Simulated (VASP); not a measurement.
VASP runs on BAs (zinc blende) share one base input (PBE GGA, plane waves, VASP's PBE PAW potentials (set 64)) and change the settings named in each case.

KPOINTS:
```
Automatic mesh
0
Gamma
8 8 8
0 0 0
```

### INCAR
```
SYSTEM = BAs
PREC = Accurate; ENCUT = 520; LREAL = .FALSE.
LASPH = .TRUE.
EDIFF = 1E-6; NELM = 100; ALGO = Normal
LMAXMIX = 4
ISMEAR = 0; SIGMA = 0.05
GGA = PE
ISIF = 2
LWAVE = .FALSE.; LCHARG = .FALSE.
```

POSCAR:
```
BAs
3.447570
  0.0000000000   0.7071067448   0.7071067448
  0.7071067448   0.0000000000   0.7071067448
  0.7071067448   0.7071067448   0.0000000000
B As
1 1
direct
  0.0000000000   0.0000000000   0.0000000000
  0.2500000000   0.2500000000   0.2500000000
```

POTCAR, in this order: B As (PBE.64 set). Program: vasp_std.

```tsv
change	E(σ→0) (eV/atom)	pressure (GPa)	irreducible k-points
base run	-5.6983	-4.48	29
KPOINTS 3×3×3 Monkhorst-Pack mesh	-5.3915	-2.47	4
KPOINTS 6×6×6 Monkhorst-Pack mesh	-5.6996	-4.47	28
KPOINTS 8×8×8 Monkhorst-Pack mesh	-5.6996	-4.47	60
KPOINTS 9×9×9 Monkhorst-Pack mesh	-5.6991	-4.48	35
```

Left out are runs that ran out of time, are held back, or changed the cell or the kind of run, fixed moments of cells without a moment, rows past the twelfth, gaps on odd meshes, pressures of charged cells and columns that move by less than the noise.

The compound is BAs in the zinc blende structure. The cell was not relaxed at this level.
